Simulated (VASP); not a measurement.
C:

```
CELL_PARAMETERS angstrom
2.46729 0.00000 0.00000
-1.23365 2.13674 0.00000
0.00000 0.00000 7.80307
ATOMIC_POSITIONS crystal
C 0.00000 0.00000 0.25000
C 0.00000 0.00000 0.75000
C 0.33333 0.66667 0.25000
C 0.66667 0.33333 0.75000
```

- Program: VASP 6.6.1
- Task: relaxation of cell and atoms
- Functional: PBE
- Dispersion: D3(BJ)
- Potentials or basis: VASP PAW PBE potentials, release 64 (C)
- Cutoff: 520 eV
- k mesh: 15 × 15 × 4
- Occupations: gaussian, width 0.02 eV
- Spin: no spin polarisation

At the start: pressure -0.8 GPa; volume 10.28 Å³/atom.

**Question.** Where does the relaxation end?

**Answer.** Over 22 steps the energy falls by 13.5 meV/atom and the volume is 8.80 Å³/atom (-14.5 %); space group P6_3/mmc (No. 194, to 0.05 Å).

Step by step:
| step | energy change (eV) | largest force (eV/Å) | pressure (GPa) | volume (Å³) |
| --- | --- | --- | --- | --- |
| 1 | 0.0000 | 0.0000 | -0.77 | 41.14 |
| 2 | -0.0030 | 0.0000 | -0.37 | 40.84 |
| 3 | -0.0109 | 0.0000 | 0.88 | 39.97 |
| 4 | -0.0217 | 0.0000 | 3.64 | 38.23 |
| 5 | -0.0132 | 0.0000 | 10.50 | 34.82 |
| 6 | -0.0239 | 0.0000 | 5.09 | 37.41 |
| 7 | -0.0243 | 0.0000 | 5.07 | 37.39 |
| 8 | -0.0253 | 0.0000 | 5.03 | 37.32 |
| 9 | -0.0272 | 0.0000 | 4.95 | 37.19 |
| 10 | -0.0310 | 0.0000 | 4.79 | 36.92 |
| 11 | -0.0379 | 0.0000 | 4.47 | 36.39 |
| 12 | -0.0473 | 0.0000 | 3.90 | 35.31 |
| 13 | -0.0373 | 0.0000 | 3.10 | 33.14 |
| 14 | -0.0492 | 0.0000 | 3.63 | 34.77 |
| 15 | -0.0493 | 0.0000 | 3.56 | 34.59 |
| 16 | -0.0515 | 0.0000 | 2.58 | 34.80 |
| 17 | -0.0538 | 0.0000 | -0.22 | 35.43 |
| 18 | -0.0538 | 0.0000 | 0.14 | 35.34 |
| 19 | -0.0538 | 0.0000 | 0.21 | 35.33 |
| 20 | -0.0538 | 0.0000 | 0.20 | 35.31 |
| 21 | -0.0539 | 0.0000 | 0.13 | 35.27 |
| 22 | -0.0539 | 0.0000 | 0.02 | 35.18 |

Final structure:
```xyz
4
Lattice="2.4659 0.0000 0.0000 -1.2330 2.1356 0.0000 0.0000 0.0000 6.6804" Properties=species:S:1:pos:R:3 pbc="T T T"
C     0.0000    0.0000    1.6701
C     0.0000    0.0000    5.0103
C     0.0000    1.4237    1.6701
C     1.2330    0.7119    5.0103
```
